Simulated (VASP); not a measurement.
All values below come from PBEsol GGA, VASP's PBE PAW potentials (set 64) (plane waves; VASP 6.6.1).

The input files of a VASP run:

### INCAR
```
! general
SYSTEM =RuS
PREC   =Accurate
ENCUT  =400
LREAL  =.False.
LASPH  =.True.

! electronic loop
EDIFF  =1E-7
NELM   =100
ALGO   =Normal
LMAXMIX=4

! smearing
ISMEAR =-5

! functional
GGA    =PS

! ions
ISIF   =2

! output
LWAVE  =.False.
LCHARG =.True.
LORBIT =11
NEDOS  =601
```

File POSCAR:
```
RuS
3.6317090
  0.0000000000   0.7071067811   0.7071067811
  0.7071067811   0.0000000000   0.7071067811
  0.7071067811   0.7071067811   0.0000000000
Ru S
1 1
direct
  0.0000000000   0.0000000000   0.0000000000
  0.2500000000   0.2500000000   0.2500000000
```

### KPOINTS
```
Automatic mesh
0
Gamma
14 14 14
0 0 0
```

POTCAR, in this order: Ru_pv S (PBE.64 set). Program: vasp_std.

Output

**OUTCAR**
```
 ion  position               nearest neighbor table
   1  0.000  0.000  0.000-   2 2.22   2 2.22   2 2.22   2 2.22
   2  0.250  0.250  0.250-   1 2.22   1 2.22   1 2.22   1 2.22
  LATTYP: Found a face centered cubic cell.
 ALAT       =     5.1360121220
 Subroutine PRICEL returns:
 Original cell was already a primitive cell.
 Subroutine GETGRP returns: Found 24 space group operations
The static configuration has the point symmetry T_d .
The dynamic configuration has the point symmetry T_d .
 Subroutine INISYM returns: Found 24 space group operations
 Subroutine IBZKPT returns following result:
 Found    104 irreducible k-points:

 Following reciprocal coordinates:
            Coordinates               Weight
  0.000000  0.000000  0.000000      1.000000
  0.071429  0.000000  0.000000      8.000000
  0.142857  0.000000  0.000000      8.000000
  0.214286  0.000000  0.000000      8.000000
  0.285714  0.000000  0.000000      8.000000
  0.357143  0.000000  0.000000      8.000000
  0.428571  0.000000  0.000000      8.000000
  0.500000  0.000000  0.000000      4.000000
  0.071429  0.071429  0.000000      6.000000
...
```

**OSZICAR**
```
       N       E                     dE             d eps       ncg     rms          rms(c)
DAV:   1     0.128171553001E+03    0.12817E+03   -0.10201E+04  3056   0.113E+03
DAV:   2    -0.118000517758E+02   -0.13997E+03   -0.13759E+03  3446   0.323E+02
DAV:   3    -0.154019677620E+02   -0.36019E+01   -0.35875E+01  3698   0.547E+01
DAV:   4    -0.154388838846E+02   -0.36916E-01   -0.36912E-01  3700   0.553E+00
DAV:   5    -0.154397358843E+02   -0.85200E-03   -0.85207E-03  3782   0.722E-01    0.186E+01
DAV:   6    -0.150128015097E+02    0.42693E+00   -0.32509E+00  3056   0.183E+01    0.759E+00
DAV:   7    -0.149279137137E+02    0.84888E-01   -0.51500E-01  3056   0.792E+00    0.581E+00
DAV:   8    -0.149076018129E+02    0.20312E-01   -0.46319E-02  3566   0.231E+00    0.431E-01
DAV:   9    -0.149076687321E+02   -0.66919E-04   -0.14536E-03  3542   0.319E-01    0.264E-01
DAV:  10    -0.149077324951E+02   -0.63763E-04   -0.73951E-05  3482   0.795E-02    0.254E-02
DAV:  11    -0.149077426899E+02   -0.10195E-04   -0.14278E-05  3656   0.369E-02    0.731E-03
DAV:  12    -0.149077415840E+02    0.11058E-05   -0.86361E-07  3530   0.904E-03    0.321E-03
DAV:  13    -0.149077419257E+02   -0.34167E-06   -0.43451E-08  2638   0.222E-03    0.585E-04
DAV:  14    -0.149077418252E+02    0.10051E-06   -0.10974E-08  1564   0.107E-03    0.320E-04
DAV:  15    -0.149077418906E+02   -0.65428E-07   -0.25125E-09  1528   0.471E-04
   1 F= -.14907742E+02 E0= -.14907742E+02  d E =0.000000E+00
```

File OUTCAR:
```
------------------------ aborting loop because EDIFF is reached ----------------------------------------
  FORCE on cell =-STRESS in cart. coord.  units (eV):
  Direction    XX          YY          ZZ          XY          YZ          ZX
  --------------------------------------------------------------------------------------
  Total       -0.0349538     -0.0349538     -0.0349538      0.0000000     -0.0000000      0.0000000
  in kB       -1.6534326     -1.6534326     -1.6534326      0.0000000     -0.0000000      0.0000000
  external PRESSURE =      -1.6534326 kB  Pullay stress =       0.0000000 kB
  volume of cell :       33.87
      direct lattice vectors                 reciprocal lattice vectors
     0.000000000  2.568006061  2.568006061    -0.194703590  0.194703590  0.194703590
     2.568006061  0.000000000  2.568006061     0.194703590 -0.194703590  0.194703590
     2.568006061  2.568006061  0.000000000     0.194703590  0.194703590 -0.194703590
 POSITION                                       TOTAL-FORCE (eV/Angst)
 -----------------------------------------------------------------------------------
      0.00000      0.00000      0.00000        -0.000000     -0.000000     -0.000000
      1.28400      1.28400      1.28400         0.000000      0.000000      0.000000
 -----------------------------------------------------------------------------------
    total drift:                               -0.000001     -0.000001     -0.000001
  FREE ENERGIE OF THE ION-ELECTRON SYSTEM (eV)
  ---------------------------------------------------
  free  energy   TOTEN  =       -14.9077418906 eV

  energy  without entropy=      -14.9077418906  energy(sigma->0) =      -14.90774189

 total charge

# of ion       s       p       d       tot
------------------------------------------
    1        0.361   6.252   6.230  12.843
    2        1.316   2.329   0.000   3.644
--------------------------------------------------
tot          1.677   8.580   6.230  16.488
```
(Selected blocks of OUTCAR.)

For a metal the tetrahedron method with Blöchl corrections gives inexact stress and forces.

The structure was generated: RuS was put into the zinc blende type (F-43m), which need not be its known phase. It was relaxed first, which changed the volume by -30 %.
